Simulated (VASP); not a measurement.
# Al2GaP3 (P4/mmm) in VASP: notebook

Runs on Al2GaP3. Level: PBE. Tasks: relaxation of cell and atoms.

All numbers are computed with VASP 6.6.1; they aren't measurements. Logs are shortened: lines on timing, memory, paths and dates and some standing lists are left out, and cuts for length are marked.

## (1) The crystal as given

Symmetry: P4/mmm, No. 123, tetragonal system. The conventional cell has a = 3.912 Å, b = 3.912 Å, c = 7.688 Å, α = 90.00°, β = 90.00°, γ = 90.00°. Around Al (site symmetry 4mm) lie 1 Al at 2.32 Å. Around Ga (site symmetry 4/mmm) lie 4 P at 1.96 Å. P (site symmetry mmm) is surrounded by 2 Ga at 1.96 Å. Around P (site symmetry 4/mmm) lie 8 Al at 3.00 Å.

The cell was built by a generator and needn't be a form met in nature.

## (2) Relaxation of cell and atoms, PBE

File INCAR:

```
SYSTEM = Al2GaP3
ALGO = Fast
EDIFF = 1E-4
EDIFFG = -0.08
ENCUT = 520
GGA = PE
IBRION = 2
ISIF = 3
ISMEAR = 0
LASPH = .True.
LCHARG = .False.
LREAL = .False.
LWAVE = .False.
NELM = 60
NSW = 24
PREC = Normal
SIGMA = 0.15
```

File KPOINTS:

```
k-points
0
Gamma
  4 4 2
  0 0 0
```

File POSCAR:

```
Al2GaP3
1.0
    3.9123639300      0.0000000000      0.0000000000
    0.0000000000      3.9123639300      0.0000000000
    0.0000000000      0.0000000000      7.6875733500
Al Ga P
2 1 3
Direct
    0.0000000000      0.0000000000      0.8491099700
    0.0000000000      0.0000000000      0.1508900300
    0.0000000000      0.0000000000      0.5000000000
    0.0000000000      0.5000000000      0.5000000000
    0.5000000000      0.0000000000      0.5000000000
    0.5000000000      0.5000000000      0.0000000000
```

Potentials or basis: VASP PAW PBE potentials, release 64 (Al, Ga_d, P).

Command:

```sh
> cat potpaw_PBE.64/Al/POTCAR potpaw_PBE.64/Ga_d/POTCAR potpaw_PBE.64/P/POTCAR > POTCAR
> mpirun -np 1 vasp_std > vasp.out
```

OUTCAR:

```text
SYSTEM = Al2GaP3
   EDIFF = 1E-4
   EDIFFG = -0.08
   ENCUT = 520
   GGA = PE
   IBRION = 2
   ISIF = 3
   ISMEAR = 0
   LASPH = .True.
   LREAL = .False.
   NELM = 60
   NSW = 24
   PREC = Normal

 ion  position               nearest neighbor table
   1  0.000  0.000  0.849-   2 2.32   3 2.68   6 3.00   6 3.00   6 3.00   6 3.00
   2  0.000  0.000  0.151-   1 2.32   3 2.68   6 3.00   6 3.00   6 3.00   6 3.00
   3  0.000  0.000  0.500-   4 1.96   5 1.96   4 1.96   5 1.96   1 2.68   2 2.68
   4  0.000  0.500  0.500-   3 1.96   3 1.96   5 2.77   5 2.77   5 2.77   5 2.77
   5  0.500  0.000  0.500-   3 1.96   3 1.96   4 2.77   4 2.77   4 2.77   4 2.77
   6  0.500  0.500  0.000-   1 3.00   2 3.00   1 3.00   2 3.00   1 3.00   2 3.00   1 3.00   2 3.00

  LATTYP: Found a simple tetragonal cell.
 ALAT       =     3.9123639300
 C/A-ratio  =     1.9649433150

  Lattice vectors:

 A1 = (   3.9123639300,   0.0000000000,   0.0000000000)
 A2 = (   0.0000000000,   3.9123639300,   0.0000000000)
 A3 = (   0.0000000000,   0.0000000000,   7.6875733500)

Analysis of symmetry for initial positions (statically):
=====================================================================
 Subroutine PRICEL returns:
 Original cell was already a primitive cell.

 Routine SETGRP: Setting up the symmetry group for a
 simple tetragonal supercell.

 Subroutine GETGRP returns: Found 16 space group operations
 (whereof 16 operations were pure point group operations)
 out of a pool of 16 trial point group operations.

The static configuration has the point symmetry D_4h.

Analysis of symmetry for dynamics (positions and initial velocities):
=====================================================================
 Subroutine PRICEL returns:
 Original cell was already a primitive cell.

 Routine SETGRP: Setting up the symmetry group for a
 simple tetragonal supercell.

 Subroutine GETGRP returns: Found 16 space group operations
 (whereof 16 operations were pure point group operations)
 out of a pool of 16 trial point group operations.

The dynamic configuration has the point symmetry D_4h.

 Subroutine INISYM returns: Found 16 space group operations
 (whereof 16 operations are pure point group operations),
 and found     1 'primitive' translations

----------------------------------------------------------------------------------------

                                     Primitive cell

  volume of cell :     117.6705

  direct lattice vectors                    reciprocal lattice vectors
     3.912363930  0.000000000  0.000000000     0.255599944  0.000000000  0.000000000
     0.000000000  3.912363930  0.000000000     0.000000000  0.255599944  0.000000000
     0.000000000  0.000000000  7.687573350     0.000000000  0.000000000  0.130080060

  length of vectors
     3.912363930  3.912363930  7.687573350     0.255599944  0.255599944  0.130080060

  position of ions in fractional coordinates (direct lattice)
     0.000000000  0.000000000  0.849109970
     0.000000000  0.000000000  0.150890030
     0.000000000  0.000000000  0.500000000
     0.000000000  0.500000000  0.500000000
     0.500000000  0.000000000  0.500000000
     0.500000000  0.500000000  0.000000000

  ion indices of the primitive-cell ions
   primitive index   ion index
                 1           1
                 2           2
                 3           3
                 4           4
                 5           5
                 6           6

----------------------------------------------------------------------------------------

 KPOINTS: k-points

Automatic generation of k-mesh.
 Grid dimensions read from file:
 generate k-points for:    4    4    2

 Generating k-lattice:

  Cartesian coordinates                     Fractional coordinates (reciprocal lattice)
     0.063899986  0.000000000  0.000000000     0.250000000  0.000000000  0.000000000
     0.000000000  0.063899986  0.000000000     0.000000000  0.250000000  0.000000000
     0.000000000  0.000000000  0.065040030     0.000000000  0.000000000  0.500000000

  Length of vectors
     0.063899986  0.063899986  0.065040030

  Shift w.r.t. Gamma in fractional coordinates (k-lattice)
     0.000000000  0.000000000  0.000000000

 Subroutine IBZKPT returns following result:
 ===========================================

 Found     12 irreducible k-points:

 Following reciprocal coordinates:
            Coordinates               Weight
  0.000000  0.000000  0.000000      1.000000
  0.250000  0.000000  0.000000      4.000000
  0.500000  0.000000  0.000000      2.000000
  0.250000  0.250000  0.000000      4.000000
  0.500000  0.250000  0.000000      4.000000
  0.500000  0.500000  0.000000      1.000000
  0.000000  0.000000  0.500000      1.000000
  0.250000  0.000000  0.500000      4.000000
  0.500000  0.000000  0.500000      2.000000
  0.250000  0.250000  0.500000      4.000000
  0.500000  0.250000  0.500000      4.000000
  0.500000  0.500000  0.500000      1.000000
   k-points           NKPTS =     12   k-points in BZ     NKDIM =     12   number of bands    NBANDS=     21
   number of dos      NEDOS =    301   number of ions     NIONS =      6
   total plane-waves  NPLWV =  27648
   dimension x,y,z NGX =    24 NGY =   24 NGZ =   48
   dimension x,y,z NGXF=    48 NGYF=   48 NGZF=   96
   ions per type =               2   1   3
   NGX,Y,Z   is equivalent  to a cutoff of  10.20, 10.20, 10.38 a.u.
   NGXF,Y,Z  is equivalent  to a cutoff of  20.40, 20.40, 20.76 a.u.
 SYSTEM =  Al2GaP3
   PREC   = normal    normal or accurate (medium, high low for compatibility)
   ISTART =      0    job   : 0-new  1-cont  2-samecut
   ICHARG =      2    charge: 1-file 2-atom 10-const
   ISPIN  =      1    spin polarized calculation?
   LNONCOLLINEAR =      F non collinear calculations
   LSORBIT =      F    spin-orbit coupling
   LASPH  =      T    aspherical Exc in radial PAW
   ENCUT  =  520.0 eV  38.22 Ry    6.18 a.u.   7.27  7.27 14.29*2*pi/ulx,y,z
   NELM   =     60;   NELMIN=  2; NELMDL= -5     # of ELM steps
   EDIFF  = 0.1E-03   stopping-criterion for ELM
   LREAL  =      F    real-space projection
   EDIFFG = -.8E-01   stopping-criterion for IOM
   NSW    =     24    number of steps for IOM
   IBRION =      2    ionic relax: 0-MD 1-quasi-New 2-CG
   NFREE  =      1    steps in history (QN), initial steepest desc. (CG)
   ISIF   =      3    stress and relaxation
   ISYM   =      2    0-nonsym 1-usesym 2-fastsym
   POTIM  = 0.5000    time-step for ionic-motion
   TEBEG  =    0.0;   TEEND  =   0.0 temperature during run
   PSTRESS=    0.0 pullay stress
   NELECT =      34.0000    total number of electrons
   NUPDOWN=      -1.0000    fix difference up-down
   EMIN   =  10.00;   EMAX   =-10.00  energy-range for DOS
   EFERMI =   0.00;   METHOD = LEGACY
   ISMEAR =     0;   SIGMA  =   0.15  broadening in eV -4-tet -1-fermi 0-gaus
   EFERMI_NEDOS =   21; number of points for ismear=-14 and -15
   IALGO  =     68    algorithm
   IMIX   =      4    mixing-type and parameters
     AMIX     =   0.40;   BMIX     =  1.00
     AMIX_MAG =   1.60;   BMIX_MAG =  1.00
  volume/ion in A,a.u.               =      19.61       132.35
  Fermi-wavevector in a.u.,A,eV,Ry     =   1.082294  2.045239 15.937322  1.171360
  Thomas-Fermi vector in A             =   2.218332
   LORBIT       =      0    0 simple, 1 ext, 2 COOP (PROOUT), +10 PAW based schemes
   GGA     = PE    functional components
   LHFCALC =     F    Hartree Fock is set to
   AEXX    =    0.0000 exact exchange contribution
   IVDW    =     0    specifies the selected vdW correction
   LEPSILON=     F    determine dielectric tensor
   LRPA    =     F    only Hartree local field effects (RPA)
 conjugate gradient relaxation of ions
 non-spin polarized calculation
 RMM-DIIS sequential band-by-band and
 Gauss-broadening in eV      SIGMA  =   0.15
  energy-cutoff  :      520.00
  volume of cell :      117.67
 maximum number of plane-waves:      3190
   NGX = 15   NGY = 15   NGZ = 29

--------------------------------------- Ionic step        1  -------------------------------------------

 number of electron      33.9999979 magnetization

 Free energy of the ion-electron system (eV)
  ---------------------------------------------------
  ext. energy  EPLUGINS =         0.00000000
  ---------------------------------------------------
  free energy    TOTEN  =       -16.45392932 eV

  energy without entropy =      -16.41542375  energy(sigma->0) =      -16.43467653

 E-fermi :   5.6839     XC(G=0):  -9.7064

 val. band max:        5.6817146097   @ k =   0.2500   0.0000   0.5000
 cond. band min:       5.7354069999   @ k =   0.2500   0.2500   0.5000
 fundamental gap:      0.0536923903
 Fermi energy:         5.6839292466

 k-point     1 :       0.0000    0.0000    0.0000
  band No.  band energies     occupation
      1     -11.9428      2.00000
      2     -11.6526      2.00000
      3     -11.1101      2.00000
      4     -10.8758      2.00000
      5     -10.8758      2.00000
      6      -9.0696      2.00000
[... 13 lines left out ...]
     20       7.4023      0.00000
     21       7.8984      0.00000

 k-point     2 :       0.2500    0.0000    0.0000
  band No.  band energies     occupation
      1     -11.9035      2.00000
      2     -11.4728      2.00000
      3     -11.1239      2.00000
      4     -10.8891      2.00000
      5     -10.8749      2.00000
      6      -8.7198      2.00000
[... 515 lines left out ...]
 POSITION                                       TOTAL-FORCE (eV/Angst)
 -----------------------------------------------------------------------------------
      0.00000      0.00000      6.39181         0.000000      0.000000      0.114529
      0.00000      0.00000      1.27808        -0.000000     -0.000000     -0.114529
      0.00000      4.47084      3.83495         0.000000     -0.000000      0.000000
      0.00000      2.23542      3.83495        -0.000000     -0.000000      0.000000
      2.23542      4.47084      3.83495        -0.000000     -0.000000      0.000000
      2.23542      2.23542     -0.00000        -0.000000     -0.000000      0.000000
 -----------------------------------------------------------------------------------
    total drift:                                0.000000      0.000000      0.000000

  FREE ENERGIE OF THE ION-ELECTRON SYSTEM (eV)
  ---------------------------------------------------
  free  energy   TOTEN  =       -19.5884677223 eV

  energy  without entropy=      -19.5063593485  energy(sigma->0) =      -19.54741354

--------------------------------------- Ionic step        8  -------------------------------------------

 number of electron      34.0000011 magnetization

 Free energy of the ion-electron system (eV)
  ---------------------------------------------------
  ext. energy  EPLUGINS =         0.00000000
  ---------------------------------------------------
  free energy    TOTEN  =       -19.59286486 eV

  energy without entropy =      -19.51174767  energy(sigma->0) =      -19.55230626

 E-fermi :   3.0993     XC(G=0):  -8.7169

 val. band max:        3.0433036790   @ k =   0.5000   0.0000   0.5000
 cond. band min:       3.1166635275   @ k =   0.2500   0.0000   0.5000
 fundamental gap:      0.0733598485
 Fermi energy:         3.0993370711

 k-point     1 :       0.0000    0.0000    0.0000
  band No.  band energies     occupation
      1     -12.2871      2.00000
      2     -12.1494      2.00000
      3     -11.9049      2.00000
      4     -11.9009      2.00000
      5     -11.9009      2.00000
      6      -9.3960      2.00000
[... 13 lines left out ...]
     20       4.3482      0.00000
     21       4.9781      0.00000

 k-point     2 :       0.2500    0.0000    0.0000
  band No.  band energies     occupation
      1     -12.2638      2.00000
      2     -12.1161      2.00000
      3     -11.9089      2.00000
      4     -11.9049      2.00000
      5     -11.9007      2.00000
      6      -9.0517      2.00000
[... 266 lines left out ...]
 VOLUME and BASIS-vectors are now :
 -----------------------------------------------------------------------------
  energy-cutoff  :      520.00
  volume of cell :      152.59
      direct lattice vectors                 reciprocal lattice vectors
     4.478045409  0.000000000 -0.000000000     0.223311715  0.000000000 -0.000000000
     0.000000000  4.478045409  0.000000000     0.000000000  0.223311715  0.000000000
     0.000000000  0.000000000  7.609253348     0.000000000  0.000000000  0.131418939

 POSITION                                       TOTAL-FORCE (eV/Angst)
 -----------------------------------------------------------------------------------
      0.00000      0.00000      6.34446         0.000000      0.000000      0.049782
      4.47805      4.47805      1.26479        -0.000000      0.000000     -0.049782
      0.00000      0.00000      3.80463        -0.000000     -0.000000      0.000000
      4.47805      2.23902      3.80463        -0.000000     -0.000000      0.000000
      2.23902      0.00000      3.80463        -0.000000     -0.000000      0.000000
      2.23902      2.23902      7.60925        -0.000000     -0.000000      0.000000
 -----------------------------------------------------------------------------------
    total drift:                               -0.000000      0.000000     -0.000000

  FREE ENERGIE OF THE ION-ELECTRON SYSTEM (eV)
  ---------------------------------------------------
  free  energy   TOTEN  =       -19.5928648637 eV

  energy  without entropy=      -19.5117476655  energy(sigma->0) =      -19.55230626

 reached required accuracy - stopping structural energy minimisation
```

Wall time 69 s (1 thread of Intel Xeon Platinum 8488C (Sapphire Rapids), shared host); peak memory 0.19 GiB.

What came out:

| Item | Value |
| --- | --- |
| Free energy | -19.5929 eV |
| Relaxed volume | 25.43 Å³/atom |
| Relaxed cell | a = 4.478 Å, b = 4.478 Å, c = 7.609 Å, α = 90.00°, β = 90.00°, γ = 90.00° |
| Space group after relaxing (to 0.05 Å) | P4/mmm (No. 123) |
| Energy gained by relaxing | 523.2 meV/atom |
| Ionic steps | 8 |
| Pressure after relaxing | 0.0 GPa |
| Largest force after relaxing | 0.050 eV/Å |
| Band gap on the k mesh | none (metal or under the smearing width) |

Forces on the atoms (eV/Å):
```
Al   0.000  0.000  0.050
Al   0.000  0.000 -0.050
Ga   0.000  0.000  0.000
P    0.000  0.000  0.000
P    0.000  0.000  0.000
P    0.000  0.000  0.000
```

The path:
| step | energy change (eV) | largest force (eV/Å) | pressure (GPa) | volume (Å³) |
| --- | --- | --- | --- | --- |
| 1 | 0.0000 | 1.6548 | 23.91 | 117.67 |
| 2 | -2.8183 | 0.3698 | -4.34 | 173.60 |
| 3 | -3.0725 | 0.6522 | -0.35 | 156.06 |
| 4 | -3.0741 | 0.6328 | -0.59 | 157.04 |
| 5 | -3.1155 | 0.2977 | -0.26 | 155.31 |
| 6 | -3.1337 | 0.0392 | -0.05 | 153.67 |
| 7 | -3.1345 | 0.1145 | -0.13 | 153.31 |
| 8 | -3.1389 | 0.0498 | 0.03 | 152.59 |

Final structure:
```yaml
crystal:
  lattice:
    - [4.47805, 0.00000, 0.00000]
    - [0.00000, 4.47805, 0.00000]
    - [0.00000, 0.00000, 7.60925]
  atoms:
    - { symbol: Al, position: [0.00000, 0.00000, 0.83378] }
    - { symbol: Al, position: [0.00000, 0.00000, 0.16622] }
    - { symbol: Ga, position: [0.00000, 0.00000, 0.50000] }
    - { symbol: P, position: [0.00000, 0.50000, 0.50000] }
    - { symbol: P, position: [0.50000, 0.00000, 0.50000] }
    - { symbol: P, position: [0.50000, 0.50000, 0.00000] }
```

Caveat: the k mesh is coarse (spacing up to 0.41 Å⁻¹), so the values aren't converged; the volume moved by over 15 % at a fixed basis, so the end points are rough; the relaxation stopped at a loose force limit of 0.08 eV/Å, so its end isn't a converged minimum.

(Part 1 of 2 ends here.)
